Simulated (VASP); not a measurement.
NbCd3: single point with PBEsol

The system is NbCd3.

```xyz
4
Lattice="4.2150 0.0000 0.0000 0.0000 4.2150 0.0000 0.0000 0.0000 4.2150" Properties=species:S:1:pos:R:3 pbc="T T T"
Nb    0.0000    0.0000    0.0000
Cd    0.0000    2.1075    2.1075
Cd    2.1075    0.0000    2.1075
Cd    2.1075    2.1075    0.0000
```

```
Program                : VASP 6.6.1
Task                   : single point
Functional             : PBEsol
Potentials or basis    : VASP PAW PBE potentials, release 64 (Nb_sv, Cd)
Cutoff                 : 520 eV
k mesh                 : 10 × 10 × 10
Occupations            : gaussian, width 0.1 eV
Spin                   : no spin polarisation
Dipole correction      : no
Further INCAR settings : ALGO = Fast; EDIFF = 1e-07; NBANDS = 32
```

- Pressure: 1.9 GPa
- Band gap on the k mesh: none (metal or under the smearing width)

Levels at points of the mesh, in eV from the Fermi level:
| k point | band 20 | band 21 | band 22 | band 23 | band 24 | band 25 | band 26 | band 27 | band 28 | band 29 |
| --- | --- | --- | --- | --- | --- | --- | --- | --- | --- | --- |
| (0.00, 0.00, 0.00) | -7.47 | -0.90 | -0.90 | 0.22 | 0.22 | 0.22 | 1.32 | 1.32 | 1.32 | 5.57 |
| (0.50, 0.00, 0.00) | -6.19 | -5.93 | -0.88 | -0.88 | -0.78 | 1.08 | 1.24 | 3.30 | 4.29 | 4.29 |
| (0.50, 0.50, 0.00) | -5.25 | -3.17 | -3.16 | -3.16 | -0.30 | -0.30 | 1.18 | 1.88 | 2.23 | 5.67 |
| (0.50, 0.50, 0.50) | -2.39 | -2.38 | -2.38 | -2.38 | -1.19 | -1.19 | -1.19 | 1.57 | 1.57 | 3.79 |

Run time: 98 s on 1 thread of AMD EPYC 9R45 (Zen 5), on a shared host, peak memory 0.22 GiB.

Caveat: the PAW data sets were made with another functional, which shifts forces and pressure a little.
